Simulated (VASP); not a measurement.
OSZICAR of a VASP run on HfC (rock salt):

**OSZICAR**
```
       N       E                     dE             d eps       ncg     rms          rms(c)
DAV:   1     0.264423887713E+02    0.26442E+02   -0.77424E+03  1584   0.121E+03
DAV:   2    -0.196947764086E+02   -0.46137E+02   -0.43294E+02  2157   0.210E+02
DAV:   3    -0.214068878793E+02   -0.17121E+01   -0.16983E+01  2035   0.311E+01
DAV:   4    -0.214211928643E+02   -0.14305E-01   -0.14235E-01  1908   0.314E+00
DAV:   5    -0.214213678641E+02   -0.17500E-03   -0.17494E-03  2135   0.287E-01    0.578E+01
DAV:   6    -0.182886999221E+02    0.31327E+01   -0.21150E+01  1770   0.235E+01    0.412E+01
DAV:   7    -0.182164747257E+02    0.72225E-01   -0.71338E-01  1854   0.630E+00    0.252E+01
DAV:   8    -0.182095726825E+02    0.69020E-02   -0.60644E-02  1752   0.245E+00    0.635E+00
DAV:   9    -0.182029632338E+02    0.66094E-02   -0.31800E-02  1789   0.105E+00    0.192E+00
DAV:  10    -0.182027768399E+02    0.18639E-03   -0.76062E-04  1860   0.247E-01    0.520E-01
DAV:  11    -0.182027587815E+02    0.18058E-04   -0.25922E-04  1803   0.113E-01    0.475E-02
DAV:  12    -0.182027572845E+02    0.14970E-05   -0.74869E-06  1846   0.258E-02    0.719E-02
DAV:  13    -0.182027567060E+02    0.57853E-06   -0.56867E-07   918   0.783E-03
   1 F= -.18202757E+02 E0= -.18202706E+02  d E =-.182028E+02
       N       E                     dE             d eps       ncg     rms          rms(c)
DAV:   1    -0.182130128559E+02   -0.10256E-01   -0.34361E-01  1584   0.571E+00    0.177E+00
DAV:   2    -0.182044323693E+02    0.85805E-02   -0.11060E-02  1608   0.108E+00    0.949E-01
DAV:   3    -0.182012014666E+02    0.32309E-02   -0.10031E-02  1637   0.914E-01    0.611E-01
DAV:   4    -0.182012261764E+02   -0.24710E-04   -0.14734E-04  1942   0.125E-01    0.744E-01
DAV:   5    -0.182011983328E+02    0.27844E-04   -0.57544E-05  1914   0.599E-02    0.781E-02
DAV:   6    -0.182011932919E+02    0.50409E-05   -0.13157E-05  1832   0.233E-02    0.230E-02
DAV:   7    -0.182011935034E+02   -0.21151E-06   -0.32232E-07   849   0.589E-03
   2 F= -.18201194E+02 E0= -.18201152E+02  d E =0.156320E-02
       N       E                     dE             d eps       ncg     rms          rms(c)
DAV:   1    -0.182082906860E+02   -0.70974E-02   -0.13867E-01  1584   0.363E+00    0.114E+00
DAV:   2    -0.182048181416E+02    0.34725E-02   -0.45414E-03  1596   0.689E-01    0.609E-01
DAV:   3    -0.182035004916E+02    0.13177E-02   -0.40775E-03  1622   0.578E-01    0.388E-01
DAV:   4    -0.182035107354E+02   -0.10244E-04   -0.58225E-05  1942   0.790E-02    0.465E-01
DAV:   5    -0.182034943294E+02    0.16406E-04   -0.23342E-05  1916   0.381E-02    0.639E-02
DAV:   6    -0.182034910431E+02    0.32863E-05   -0.59128E-06  1784   0.154E-02    0.163E-02
DAV:   7    -0.182034910111E+02    0.31910E-07   -0.14643E-07   825   0.392E-03
   3 F= -.18203491E+02 E0= -.18203444E+02  d E =-.734305E-03
```

Which electronic solver shows in the log?

It is blocked Davidson (ALGO = Normal, or the opening steps of other solvers). The INCAR had ALGO = Normal.

Can the final energy be trusted as converged?

Self-consistency was reached. It stopped with EDIFF = 1E-6, NELM = 100, NSW = 60 and EDIFFG = -0.01 after 3 ionic steps (rev-vdW-DF2, plane waves, VASP's PBE PAW potentials (set 64)).

The compound is HfC in the rock salt structure. This run relaxes it. Symmetry was kept, so distortions that lower it aren't found.
